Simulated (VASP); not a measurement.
Input:

```xyz
4
Lattice="3.8570 0.0000 0.0000 -1.9285 3.3403 0.0000 0.0000 0.0000 6.2946" Properties=species:S:1:pos:R:3 pbc="T T T"
Cd     0.0000     2.2269     6.2931
Cd     1.9285     1.1134     3.1458
S      0.0000     2.2269     2.3619
S      1.9285     1.1134     5.5092
```

Calculation: PBEsol GGA, VASP's PBE PAW potentials (set 64) (plane waves; VASP 6.6.1). Run with 500 eV cut-off, 7×7×4 Γ-centred mesh, Gaussian smearing of 0.050 eV, potentials Cd S.

Question: What does the run give for the energy per atom (σ→0), pressure?

Answer: 
| Property | Result |
|---|---|
| energy per atom (σ→0) | -305.9 kJ/mol of atoms |
| pressure | 19.94 GPa |

The structure was generated: CdS was put into the wurtzite type (P6_3mc), which need not be its known phase. It was relaxed first under an external pressure of 20 GPa.
